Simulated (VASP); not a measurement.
Method: PBE GGA, VASP's PBE PAW potentials (set 64) (plane waves; VASP 6.6.1).

Input for VASP

File KPOINTS:
```
Automatic mesh
0
Gamma
5 5 5
0 0 0
```

**INCAR**
```
SYSTEM  =  CsI
IMIX  =  1
AMIX  =  0.2
ENCUT  =  400
NELM  =  100   # most electronic steps
EDIFF  =  1E-6   # SCF stop (eV)
LCHARG  =  F
LASPH  =  T
LMAXMIX  =  4   # l cut-off of mixed one-centre charges
GGA  =  PE   # PBE
LWAVE  =  F
ISIF  =  2
SIGMA  =  0.05   # width (eV)
BMIX  =  1.0
PREC  =  Accurate
LREAL  =  F
ISMEAR  =  0
ALGO  =  Normal
```

POSCAR:
```
CsI
1.0
  4.5042470000   0.0000000000   0.0000000000
  0.0000000000   4.5761960000   0.0000000000
  0.0000000000   0.0000000000   4.6051660000
Cs I
1 1
Cart
  0.0000000000   0.0000000000   0.0000000000
  2.3045529351   2.2880980000   2.3025830000
```

POTCAR, in this order: Cs_sv I (PBE.64 set). Program: vasp_std.

Problem. Predict the energy per atom (σ→0).

Solution. 
- energy per atom (σ→0): -2.711 eV/atom

File OSZICAR:
```
...
DAV:  30    -0.542272047387E+01   -0.62167E-05   -0.10540E-06   492   0.808E-03    0.119E-02
DAV:  31    -0.542272508051E+01   -0.46066E-05   -0.71800E-07   504   0.671E-03    0.991E-03
DAV:  32    -0.542272847973E+01   -0.33992E-05   -0.50016E-07   476   0.564E-03    0.831E-03
DAV:  33    -0.542273098026E+01   -0.25005E-05   -0.36069E-07   456   0.481E-03    0.700E-03
DAV:  34    -0.542273281526E+01   -0.18350E-05   -0.25856E-07   468   0.410E-03    0.592E-03
DAV:  35    -0.542273415878E+01   -0.13435E-05   -0.18764E-07   396   0.350E-03    0.503E-03
DAV:  36    -0.542273514025E+01   -0.98147E-06   -0.13473E-07   368   0.298E-03
   1 F= -.54227351E+01 E0= -.54227351E+01  d E =-.348432E-17
```

The compound is CsI in the CsCl type structure. The cell was not relaxed at this level, atoms are displaced from their ideal sites. The run is one of a series of settings (AMIX = 0.2, BMIX = 1.0, IMIX = 1 against the base run), some of them coarse on purpose.
